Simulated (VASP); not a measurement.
Here is the system:

```
Ta2N
1.0
    3.08547     0.00000     0.00000
   -1.54273     2.67209     0.00000
    0.00000     0.00000     4.82698
Ta N
2 1
Direct
  0.66667   0.33333   0.74529
  0.33333   0.66667   0.25471
  0.00000   0.00000   0.00000
```

Level of theory: PBE GGA, VASP's PBE PAW potentials (set 64) (plane waves; VASP). Run with 400 eV cut-off, 14×14×8 Γ-centred mesh, Fermi-Dirac smearing of 0.14 eV, potentials Ta_pv N.

Q: Give the energies of bands 9 to 16 at the high-symmetry points, in eV from the Fermi level.

A: 
| band | Γ | M | K | A | L | H |
|---|---|---|---|---|---|---|
| 9 | -6.17 | -6.63 | -7.43 | -6.35 | -6.79 | -7.78 |
| 10 | -6.17 | -6.48 | -6.30 | -6.35 | -6.20 | -6.46 |
| 11 | -4.95 | -4.66 | -3.43 | -2.91 | -3.35 | -2.51 |
| 12 | -0.67 | -2.64 | -2.75 | -2.65 | -2.16 | -1.92 |
| 13 | -0.23 | -1.35 | -2.75 | -1.14 | -2.11 | -1.92 |
| 14 | -0.23 | 1.84 | 1.34 | -1.14 | -0.26 | 0.66 |
| 15 | 0.30 | 1.97 | 1.34 | 1.85 | 0.76 | 0.80 |
| 16 | 0.30 | 3.85 | 3.06 | 2.06 | 3.42 | 0.80 |

It has no gap at this level: it comes out as a metal or semimetal.

The structure comes from a computed database's Ta2N entry; how it stands against other phases isn't given here. The cell was not relaxed at this level. The electron count is odd and the run is not spin-polarised, which forces a metal. VASP warned that the highest band is occupied, so more bands are needed.
